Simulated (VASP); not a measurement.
An input for Quantum ESPRESSO's pw.x (written as the equivalent of a VASP run, and not itself run):

```
&CONTROL
  calculation = 'scf'
  pseudo_dir = './pseudo'
  outdir = './out'
  tprnfor = .true.
  tstress = .true.
/
&SYSTEM
  ibrav = 0
  nat = 1
  ntyp = 1
  ecutwfc = 84
  occupations = 'smearing'
  smearing = 'methfessel-paxton'
  degauss = 0.00735
  input_dft = 'vdw-df2'
/
&ELECTRONS
  conv_thr = 7.3e-09
  electron_maxstep = 100
/
ATOMIC_SPECIES
  Pt 195.084 Pt.upf
CELL_PARAMETERS angstrom
     0.0000000    2.0743598    2.0743598
     2.0743598    0.0000000    2.0743598
     2.0743598    2.0743598    0.0000000
ATOMIC_POSITIONS crystal
  Pt   0.0000000  0.0000000  0.0000000
K_POINTS automatic
  15 15 15 0 0 0
```

Task: Write the VASP files for the same calculation (vdW-DF2).

Result: This is not unique; one that fits is 
INCAR:
```
AGGAC=0.0
ALGO=Normal
EDIFF=1E-7
ENCUT=520
GGA=ML
ISIF=2
ISMEAR=1
LASPH=.True.
LCHARG=.False.
LMAXMIX=6
LREAL=.False.
LUSE_VDW=.True.
LWAVE=.False.
NELM=100
PREC=Accurate
SIGMA=0.1
SYSTEM=Pt
ZAB_VDW=-1.8867
```

**POSCAR**
```
Pt
1
    0.0000000000     2.0743597831     2.0743597831
    2.0743597831     0.0000000000     2.0743597831
    2.0743597831     2.0743597831     0.0000000000
Pt
1
Direct
  0.0000000000   0.0000000000   0.0000000000
```

File KPOINTS:
```
Automatic mesh
0
Gamma
15 15 15
0 0 0
```

POTCAR, in this order: Pt (PBE.64 set). Program: vasp_std.

The two are equivalent in intent, not identical: the potentials are each code's own (VASP's PAW set, PseudoDojo norm-conserving files in pw.x), so ENCUT and ecutwfc are chosen apart and not converted; conv_thr bounds pw.x's estimated SCF error, while EDIFF bounds the energy change between steps.

The compound is Pt in the fcc structure. This cell is one point of a volume scan, at 1.03 of the reference volume.
